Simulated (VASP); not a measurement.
VASP ran on this input.

**POSCAR**
```
SiC
1
    1.4756171527    -2.5558436326     0.0000000000
    1.4756171527     2.5558436326     0.0000000000
    0.0000000000     0.0000000000     4.8407109139
Si C
2 2
Direct
  0.6666670000   0.3333330000   0.4996298064
  0.3333330000   0.6666670000   0.9996298064
  0.6666670000   0.3333330000   0.8753701936
  0.3333330000   0.6666670000   0.3753701936
```

**KPOINTS**
```
kpoints
0
gamma
 9 9 5
0 0 0
```

INCAR:
```
SYSTEM = SiC
PREC = Accurate
ENCUT = 620
EDIFF = 1E-6
NELM = 100
ALGO = Normal
LREAL = .FALSE.
LASPH = .TRUE.
ISMEAR = 0
SIGMA = 0.05
LWAVE = .FALSE.
LCHARG = .FALSE.
IBRION = 2
ISIF = 3
NSW = 40
EDIFFG = -0.02
PSTRESS = 450
```

POTCAR, in this order: Si C (LDA.64 set). Program: vasp_std.

Task: Translate this LDA calculation to Ansatz.

Result: One equivalent input (not run):
Ansatz 0.2 input:
```yaml
crystal:
  lattice:
    - [1.4756172, -2.5558436, 0.0000000]
    - [1.4756172, 2.5558436, 0.0000000]
    - [0.0000000, 0.0000000, 4.8407109]
  atoms:
    - { symbol: Si, position: [0.6666670, 0.3333330, 0.4996298] }
    - { symbol: Si, position: [0.3333330, 0.6666670, 0.9996298] }
    - { symbol: C, position: [0.6666670, 0.3333330, 0.8753702] }
    - { symbol: C, position: [0.3333330, 0.6666670, 0.3753702] }
kpoints:
  mp_grid: { grid: [9, 9, 5] }
hamiltonian:
  xc: lda
  pseudopotentials: { kind: paw }
scf:
  occupations: { method: gaussian, width: 0.05 }
  max_iter: 100
relax:
  max_steps: 40
  f_tol: 0.02
  cell: { p_target: 45 }
output: { forces: true, stress: true, eigenvalues: true }
```
The two are equivalent in intent, not identical: each code has its own PAW files, so the cut-off isn't converted (ENCUT is set for VASP's; basis.ecutwfc is left out, and Ansatz then takes the one that its files recommend); Ansatz stops its SCF on the density residual and VASP on the energy change (EDIFF); Ansatz's lda is the Perdew-Wang form, while the LDA potentials of VASP carry Perdew-Zunger's.

The compound is SiC in the wurtzite structure, the rare 2H polytype. This run relaxes it under an external pressure of 45 GPa. Symmetry was kept, so distortions that lower it aren't found.
